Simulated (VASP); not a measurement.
# LiTi (Pm-3m) in VASP: settings compared

The runs below take LiTi through single point, with PBEsol+U, LDA+U.

Everything below comes from runs of VASP 6.6.1. Logs are shortened: lines on timing, memory, paths and dates and some standing lists are left out, and cuts for length are marked.

## 1. The structure

It takes space group Pm-3m (No. 221, cubic). The conventional cell has a = 2.952 Å, b = 2.952 Å, c = 2.952 Å, α = 90.00°, β = 90.00°, γ = 90.00°. Li (site symmetry m-3m) is surrounded by 8 Ti at 2.56 Å. Ti (site symmetry m-3m) is surrounded by 8 Li at 2.56 Å.

The cell was built by a generator and needn't be a form met in nature.

## 2. Single point, PBEsol+U, collinear spin, typed start

Input file INCAR:

```
ALGO = Fast
EDIFF = 1E-6
ENCUT = 520
GGA = PS
ISIF = 2
ISMEAR = -1
ISPIN = 2
LASPH = True
LCHARG = True
LDAU = True
LDAUJ = 0 0.98
LDAUL = -1 2
LDAUPRINT = 1
LDAUTYPE = 1
LDAUU = 0 6.53
LELF = True
LMAXMIX = 4
LORBIT = 11
LREAL = False
LVHAR = True
LWAVE = False
MAGMOM = 0 0 1.8 -1.8
NBANDS = 27
NELM = 150
PREC = Accurate
SIGMA = 0.0855
```

Input file KPOINTS:

```
k-points
0
Gamma
  5 5 5
```

Input file POSCAR:

```
LiTi
1.0
    2.9520958500      2.9520958500      0.0000000000
    0.0000000000      2.9520958500      2.9520958500
    2.9520958500      0.0000000000      2.9520958500
Li Ti
2 2
Direct
    0.0000000000      0.0000000000      0.0000000000
    0.5000000000      0.5000000000      0.5000000000
    0.2500000000      0.2500000000      0.2500000000
    0.7500000000      0.7500000000      0.7500000000
```

Potentials or basis: VASP PAW PBE potentials, release 64 (Li_sv, Ti_sv).

Launch:

```bash
$ cat potpaw_PBE.64/Li_sv/POTCAR potpaw_PBE.64/Ti_sv/POTCAR > POTCAR
$ mpirun -np 1 vasp_std > vasp.out
```

OUTCAR:

```text
EDIFF = 1E-6
   ENCUT = 520
   GGA = PS
   ISIF = 2
   ISMEAR = -1
   ISPIN = 2
   LASPH = True
   LORBIT = 11
   LREAL = False
   NELM = 150
   PREC = Accurate

 ion  position               nearest neighbor table
   1  0.000  0.000  0.000-   4 2.56   4 2.56   4 2.56   3 2.56   4 2.56   3 2.56   3 2.56   3 2.56

   2  0.500  0.500  0.500-   3 2.56   3 2.56   3 2.56   3 2.56   4 2.56   4 2.56   4 2.56   4 2.56

   3  0.250  0.250  0.250-   1 2.56   1 2.56   1 2.56   1 2.56   2 2.56   2 2.56   2 2.56   2 2.56

   4  0.750  0.750  0.750-   2 2.56   2 2.56   2 2.56   1 2.56   2 2.56   1 2.56   1 2.56   1 2.56

  LATTYP: Found a face centered cubic cell.
 ALAT       =     5.9041917000

  Lattice vectors:

 A1 = (   2.9520958500,   2.9520958500,   0.0000000000)
 A2 = (   0.0000000000,   2.9520958500,   2.9520958500)
 A3 = (   2.9520958500,   0.0000000000,   2.9520958500)

Analysis of symmetry for initial positions (statically):
=====================================================================
 Subroutine PRICEL returns following result:

  LATTYP: Found a simple cubic cell.
 ALAT       =     2.9520958500
[... 12 lines left out ...]
 Subroutine GETGRP returns: Found 48 space group operations
 (whereof 48 operations were pure point group operations)
 out of a pool of 48 trial point group operations.

The static configuration has the point symmetry O_h .

Analysis of symmetry for dynamics (positions and initial velocities):
=====================================================================
 Subroutine PRICEL returns following result:

  LATTYP: Found a simple cubic cell.
 ALAT       =     2.9520958500
[... 12 lines left out ...]
 Subroutine GETGRP returns: Found 48 space group operations
 (whereof 48 operations were pure point group operations)
 out of a pool of 48 trial point group operations.

The dynamic configuration has the point symmetry O_h .

Analysis of structural, dynamic, and magnetic symmetry:
=====================================================================
 Subroutine PRICEL returns following result:

  LATTYP: Found a simple cubic cell.
 ALAT       =     2.9520958500
[... 12 lines left out ...]
 Subroutine GETGRP returns: Found 48 space group operations
 (whereof 48 operations were pure point group operations)
 out of a pool of 48 trial point group operations.

The overall configuration has the point symmetry O_h .

 Subroutine INISYM returns: Found 48 space group operations
 (whereof 48 operations are pure point group operations),
[... 188 lines left out ...]
  o =  0.2220  v =  0.0000 -0.0000 -1.0000 -0.0000  0.0001  0.0000  0.0000  0.0000  0.0000  0.0000      0.0000  0.0000  0.0000  0.0000  0.0000  0.0000  0.0000  0.0000  0.0000  0.0000
  o =  0.2220  v =  0.0000  0.0000  0.0001  0.0000  1.0000  0.0000  0.0000  0.0000  0.0000  0.0000      0.0000  0.0000  0.0000  0.0000  0.0000  0.0000  0.0000  0.0000  0.0000  0.0000

 number of electron      30.0000013 magnetization      -0.0000000

 Free energy of the ion-electron system (eV)
  ---------------------------------------------------
  ext. energy  EPLUGINS =         0.00000000
  ---------------------------------------------------
  free energy    TOTEN  =        -9.68981242 eV

  energy without entropy =       -9.58504909  energy(sigma->0) =       -9.63743076

 E-fermi :   6.9773     XC(G=0): -11.0230

 val. band max:        6.9073547598   @ k =   0.4000   0.4000   0.0000
 cond. band min:       6.9875804644   @ k =  -0.4000   0.2000   0.0000
 fundamental gap:      0.0802257046
 Fermi energy:         6.9772883644

 spin component 1

 k-point     1 :       0.0000    0.0000    0.0000
  band No.  band energies     occupation
      1     -50.8304      1.00000
      2     -50.7303      1.00000
      3     -36.6844      1.00000
      4     -36.6468      1.00000
      5     -27.1933      1.00000
      6     -27.1933      1.00000
[... 289 lines left out ...]
     26      17.0954      0.00000
     27      17.9222      0.00000
 Fermi energy:         6.9772883644

 spin component 2

 k-point     1 :       0.0000    0.0000    0.0000
  band No.  band energies     occupation
      1     -50.8304      1.00000
      2     -50.7303      1.00000
      3     -36.6844      1.00000
      4     -36.6468      1.00000
      5     -27.1933      1.00000
      6     -27.1933      1.00000
[... 289 lines left out ...]
     26      17.0936      0.00000
     27      18.0174      0.00000

------------------------ aborting loop because EDIFF is reached ----------------------------------------

  FORCE on cell =-STRESS in cart. coord.  units (eV):
  Direction    XX          YY          ZZ          XY          YZ          ZX
  --------------------------------------------------------------------------------------
  -------------------------------------------------------------------------------------
  Total        7.5480210      7.5480210      7.5480210      0.0000000      0.0000000      0.0000000
  in kB      235.0294719    235.0294719    235.0294719      0.0000000      0.0000000      0.0000000
  external PRESSURE =     235.0294719 kB  Pullay stress =       0.0000000 kB

 VOLUME and BASIS-vectors are now :
 -----------------------------------------------------------------------------
  energy-cutoff  :      520.00
  volume of cell :       51.45
      direct lattice vectors                 reciprocal lattice vectors
     2.952095850  2.952095850  0.000000000     0.169371194  0.169371194 -0.169371194
     0.000000000  2.952095850  2.952095850    -0.169371194  0.169371194  0.169371194
     2.952095850  0.000000000  2.952095850     0.169371194 -0.169371194  0.169371194

 POSITION                                       TOTAL-FORCE (eV/Angst)
 -----------------------------------------------------------------------------------
      0.00000      0.00000      0.00000        -0.000000     -0.000000      0.000000
      2.95210      2.95210      2.95210        -0.000000      0.000000     -0.000000
      1.47605      1.47605      1.47605        -0.000000     -0.000000     -0.000000
      4.42814      4.42814      4.42814         0.000000      0.000000      0.000000
 -----------------------------------------------------------------------------------
    total drift:                               -0.000000      0.000000     -0.000000

  FREE ENERGIE OF THE ION-ELECTRON SYSTEM (eV)
  ---------------------------------------------------
  free  energy   TOTEN  =        -9.6898124167 eV

  energy  without entropy=       -9.5850490941  energy(sigma->0) =       -9.63743076

 total charge

# of ion       s       p       d       tot
------------------------------------------
    1        2.089   0.177   0.000   2.266
    2        2.089   0.177   0.000   2.266
    3        2.282   6.153   1.696  10.130
    4        2.282   6.153   1.696  10.130
--------------------------------------------------
tot          8.742  12.658   3.391  24.792

 magnetization (x)

# of ion       s       p       d       tot
------------------------------------------
    1        0.000   0.000   0.000   0.000
    2        0.000   0.000   0.000   0.000
    3        0.000   0.000  -0.000   0.000
    4       -0.000  -0.000   0.000  -0.000
--------------------------------------------------
tot          0.000   0.000   0.000   0.000
```

OSZICAR:

```text
N       E                     dE             d eps       ncg     rms          rms(c)
DAV:   1     0.349569207534E+03    0.34957E+03   -0.13912E+04  1080   0.132E+03
DAV:   2     0.280319854490E+02   -0.32154E+03   -0.31003E+03  1086   0.408E+02
DAV:   3    -0.129228258107E+02   -0.40955E+02   -0.39903E+02  1907   0.112E+02
[... 13 lines left out ...]
RMM: 134    -0.968980702648E+01   -0.21865E-05   -0.12456E-05  1153   0.101E-02    0.140E-02
RMM: 135    -0.968980888558E+01   -0.18591E-05   -0.11529E-05  1054   0.987E-03    0.823E-03
RMM: 136    -0.968981066461E+01   -0.17790E-05   -0.11160E-05  1102   0.101E-02    0.264E-03
RMM: 137    -0.968981163275E+01   -0.96815E-06   -0.10289E-05   889   0.840E-03    0.765E-04
RMM: 138    -0.968981241669E+01   -0.78394E-06   -0.94359E-06   869   0.779E-03
   1 F= -.96898124E+01 E0= -.96374308E+01  d E =-.104763E+00  mag=    -0.0000
```

stdout:

```text
POSCAR found type information on POSCAR LiTi
 POSCAR found :  2 types and       4 ions
 scaLAPACK will be used
 -----------------------------------------------------------------------------
|                                                                             |
|                                                                             |
|     You enforced a specific xc type in the INCAR file but a different       |
|     I HOPE YOU KNOW WHAT YOU ARE DOING!                                     |
|                                                                             |
 -----------------------------------------------------------------------------

 LDA part: xc-table for (Slater+PW92), standard interpolation
 POSCAR, INCAR and KPOINTS ok, starting setup
 FFT: planning ... GRIDC
 FFT: planning ... GRID_SOFT
 FFT: planning ... GRID
 WAVECAR not read
 entering main loop
WARNING in EDDRMM: call to ZHEGV failed, returncode =   8  4     11
WARNING in EDDRMM: call to ZHEGV failed, returncode =   6  3     13
WARNING in EDDRMM: call to ZHEGV failed, returncode =   6  3     11
WARNING in EDDRMM: call to ZHEGV failed, returncode =   6  3     13
WARNING in EDDRMM: call to ZHEGV failed, returncode =   6  3     11
WARNING in EDDRMM: call to ZHEGV failed, returncode =   8  4     12
WARNING in EDDRMM: call to ZHEGV failed, returncode =   6  3     20
WARNING in EDDRMM: call to ZHEGV failed, returncode =   6  3     11
WARNING in EDDRMM: call to ZHEGV failed, returncode =   6  3     11
```

It took 4.9 min on 1 thread of Intel Xeon Platinum 8488C (Sapphire Rapids), shared host; peak memory 0.2 GiB.

What came out:

```yaml
Free_energy: -9.6898 eV
Band_gap_on_the_k_mesh: none (metal or under the smearing width)
Net_moment: 0.00 μB per cell
Valence_electrons_inside_the_program's_atomic_spheres: Li 2.27; Ti 10.13
```

Eigenvalues of the final occupation matrices:
```tsv
site	spin	trace	eigenvalues
site 3 d	1	0.86	0.14 0.14 0.14 0.22 0.22
site 3 d	2	0.86	0.14 0.14 0.14 0.22 0.22
site 4 d	1	0.86	0.14 0.14 0.14 0.22 0.22
site 4 d	2	0.86	0.14 0.14 0.14 0.22 0.22
```

Caveat: the k mesh is coarse (spacing up to 0.37 Å⁻¹), so the values aren't converged; the cutoff is under 1.25 times the usual one of these potentials, so pressure, stress and relaxed cells hold a basis-set (Pulay) error; the PAW data sets were made with another functional, which shifts forces and pressure a little; the U is typed as a test and isn't derived for this compound.

## 3. Single point, LDA+U, collinear spin, typed start

Input file INCAR:

```
SYSTEM = LiTi
PREC = Accurate ; ENCUT = 520
EDIFF = 1E-6 ; ISMEAR = -1
SIGMA = 0.0855 ; LREAL = .False.
LASPH = .True. ; NELM = 150
ALGO = Normal ; ISIF = 2
LWAVE = .False. ; LCHARG = .False.
ISPIN = 2 ; MAGMOM = 0 0 1.8 -1.8
LORBIT = 11 ; LMAXMIX = 4
LDAU = .True. ; LDAUTYPE = 1
LDAUL = -1 2 ; LDAUU = 0 6.53
LDAUJ = 0 0.98 ; LDAUPRINT = 1
NBANDS = 27 ; ISYM = 0
```

Input file KPOINTS:

```
Automatic mesh
0
Gamma
  5 5 5
  0.5 0.5 0.5
```

POSCAR is that of step 2.

Potentials or basis: VASP PAW LDA potentials, release 64 (Li_sv, Ti_sv).

Launch:

```bash
$ cat potpaw_LDA.64/Li_sv/POTCAR potpaw_LDA.64/Ti_sv/POTCAR > POTCAR
$ mpirun -np 1 vasp_std > vasp.out
```

Wall time 13 min (1 thread of Intel Xeon Platinum 8488C (Sapphire Rapids), shared host); peak memory 0.53 GiB.

It converged, with:

```yaml
Free_energy: -10.5199 eV
Band_gap_on_the_k_mesh: none (metal or under the smearing width)
Net_moment: 0.00 μB per cell
Valence_electrons_inside_the_program's_atomic_spheres: Li 2.25; Ti 10.15
```

Levels at points of the mesh, in eV from the Fermi level:
Spin up:
| k point | band 13 | band 14 | band 15 | band 16 | band 17 | band 18 |
| --- | --- | --- | --- | --- | --- | --- |
| (0.50, 0.50, 0.50) | -0.05 | -0.05 | -0.05 | -0.05 | 1.74 | 1.74 |
| (0.50, 0.00, 0.00) | -0.05 | -0.05 | -0.05 | -0.05 | 1.74 | 1.74 |
| (0.00, 0.00, 0.50) | -0.05 | -0.05 | -0.05 | -0.05 | 1.74 | 1.74 |
| (0.00, 0.50, 0.00) | -0.05 | -0.05 | -0.05 | -0.05 | 1.74 | 1.74 |
Spin down:
| k point | band 12 | band 13 | band 14 | band 15 | band 16 | band 17 | band 18 | band 19 |
| --- | --- | --- | --- | --- | --- | --- | --- | --- |
| (0.50, 0.50, 0.50) | -2.84 | -0.05 | -0.05 | -0.05 | -0.05 | 1.74 | 1.74 | 1.74 |
| (0.50, 0.00, 0.00) | -2.84 | -0.05 | -0.05 | -0.05 | -0.05 | 1.74 | 1.74 | 1.74 |
| (0.00, 0.00, 0.50) | -2.84 | -0.05 | -0.05 | -0.05 | -0.05 | 1.74 | 1.74 | 1.74 |
| (0.00, 0.50, 0.00) | -2.84 | -0.05 | -0.05 | -0.05 | -0.05 | 1.74 | 1.74 | 1.74 |

Eigenvalues of the final occupation matrices:
```tsv
site	spin	trace	eigenvalues
site 3 d	1	0.87	0.14 0.14 0.14 0.22 0.22
site 3 d	2	0.87	0.14 0.14 0.14 0.22 0.22
site 4 d	1	0.87	0.14 0.14 0.14 0.22 0.22
site 4 d	2	0.87	0.14 0.14 0.14 0.22 0.22
```

Caveat: the k mesh is coarse (spacing up to 0.37 Å⁻¹), so the values aren't converged; the cutoff is under 1.25 times the usual one of these potentials, so pressure, stress and relaxed cells hold a basis-set (Pulay) error; the U is typed as a test and isn't derived for this compound. The state reached can hang on the start; a lower one may exist.
